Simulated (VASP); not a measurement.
Input:

```xyz
1
Lattice="-2.0269 2.0269 1.6586 2.0269 -2.0269 1.6586 2.0269 2.0269 -1.6586" Properties=species:S:1:pos:R:3 pbc="T T T"
Sn     0.0000     0.0000     0.0000
```

These are r2SCAN meta-GGA, VASP's PBE PAW potentials (set 64) (plane waves; VASP 6.6.1) values and carry that method's errors. Settings: 400 eV cut-off, 13×13×13 Γ-centred mesh, first-order Methfessel-Paxton smearing of 0.10 eV, potentials Sn_d.

Unless said otherwise, spin-orbit coupling is left out, though it shifts the bands of the heavy elements here.

### Question
What does the run give for the energy per atom (σ→0), band gap (on the k-mesh) with the smallest direct gap where there is one?

### Answer

```yaml
band gap (on the k-mesh): none (metal, semimetal or under 0.01 eV)
energy per atom (σ→0): -24.516 eV/atom
```

Total energies compare only between runs with the same potentials, cut-off and functional.

The structure comes from a computed database's Sn entry (I4/mmm); how it stands against other phases isn't given here. It was relaxed first. The start is the result of an earlier pass.
